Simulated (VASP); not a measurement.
These are TPSS meta-GGA, VASP's PBE PAW potentials (set 64) (plane waves; VASP) values and carry that method's errors.

The input files of a VASP run:

**KPOINTS**
```
Automatic
0
Gamma
15 15 15
```

File KPOINTS_OPT:
```
k-points along high-symmetry lines
10
Line-mode
Reciprocal
  0.000000   0.000000   0.000000 ! GAMMA
  0.500000   0.000000   0.500000 ! X

  0.500000   0.000000   0.500000 ! X
  0.625000   0.250000   0.625000 ! U

  0.375000   0.375000   0.750000 ! K
  0.000000   0.000000   0.000000 ! GAMMA

  0.000000   0.000000   0.000000 ! GAMMA
  0.500000   0.500000   0.500000 ! L

  0.500000   0.500000   0.500000 ! L
  0.500000   0.250000   0.750000 ! W

  0.500000   0.250000   0.750000 ! W
  0.500000   0.000000   0.500000 ! X
```

POSCAR:
```
HfC
3.2815790
  0.0000000000   0.7071067917   0.7071067917
  0.7071067917   0.0000000000   0.7071067917
  0.7071067917   0.7071067917   0.0000000000
Hf C
1 1
Direct
  0.0000000000   0.0000000000   0.0000000000
  0.5000000000   0.5000000000   0.5000000000
```

INCAR:
```
ALGO  =  Normal
EDIFF  =  1E-7
ENCUT  =  520
ISIF  =  2
ISMEAR  =  -5
LASPH  =  T
LCHARG  =  F
LMAXMIX  =  6
LMIXTAU  =  T
LORBIT  =  11
LREAL  =  F
LWAVE  =  F
METAGGA  =  TPSS
NEDOS  =  601
NELM  =  100
PREC  =  Accurate
SYSTEM  =  HfC
```

POTCAR, in this order: Hf_pv C (PBE.64 set). Program: vasp_std.

### Question
What will the output report for the number of irreducible k-points (NKPTS), largest plane-wave count, number of space-group operations, FFT grid (NGX, NGY, NGZ)?

### Answer

```
Quantity                                       Value
--------------------------------------  ------------
number of irreducible k-points (NKPTS)           120
largest plane-wave count                         685
number of space-group operations                  48
FFT grid (NGX, NGY, NGZ)                24 × 24 × 24
```

The compound is HfC in the rock salt structure. It was relaxed first.
